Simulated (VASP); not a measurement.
Input:

```yaml
crystal:
  lattice:
    - [1.58475, -2.74487, 0.00000]
    - [1.58475, 2.74487, 0.00000]
    - [0.00000, 0.00000, 5.05264]
  atoms:
    - { symbol: Mg, position: [0.33333, 0.66667, 0.25000] }
    - { symbol: Mg, position: [0.66667, 0.33333, 0.75000] }
```

Method: PBE GGA with D3 dispersion (zero damping), VASP's PBE PAW potentials (set 64) (plane waves; VASP). Settings: 520 eV cut-off, 12×12×7 Γ-centred mesh, first-order Methfessel-Paxton smearing of 0.10 eV, potentials Mg.

Problem. Predict the energy per atom (σ→0), band gap (on the k-mesh) with the smallest direct gap where there is one.

Solution. 
The band gap (on the k-mesh) comes out as none (metal, semimetal or under 0.01 eV) and the energy per atom (σ→0) comes out as -1.712 eV/atom.

Only differences to runs with the same potentials and settings are physical.

The compound is Mg in the hcp structure. It was relaxed first, which changed the volume by -5 %. The start is the result of an earlier pass.
